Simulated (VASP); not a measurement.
Energy against volume of CoAl (CsCl type). These are PBE GGA with D4 dispersion, VASP's PBE PAW potentials (set 64) (plane waves; VASP) values and carry that method's errors.

```json
[
 {"V (Å³/atom)": "10.561", "E (eV/atom)": "-6.41246"},
 {"V (Å³/atom)": "10.898", "E (eV/atom)": "-6.43319"},
 {"V (Å³/atom)": "11.235", "E (eV/atom)": "-6.43958"},
 {"V (Å³/atom)": "11.572", "E (eV/atom)": "-6.43372"},
 {"V (Å³/atom)": "11.909", "E (eV/atom)": "-6.41743"}
]
```

### Question
Fit a third-order Birch-Murnaghan equation of state.

### Answer

```
Quantity                                          Value
---------------------------------------  --------------
volume per atom                          11.23 Å^3/atom
bulk modulus                                    194 GPa
pressure derivative of the bulk modulus            4.30
lattice constant a                             282.2 pm
```

Measured: bulk modulus 162 GPa (computed value off by +19.5 %), a 2.861 Å (computed value off by -1.4 %), as given by Yamada et al., (2019), arXiv:1910.09660. The calculation is for a static lattice, while the measured bulk modulus, a hold thermal and zero-point effects, which are part of the difference.

The compound is CoAl in the CsCl type structure. It was relaxed first. The run is not spin-polarised, so no magnetic state was tried.
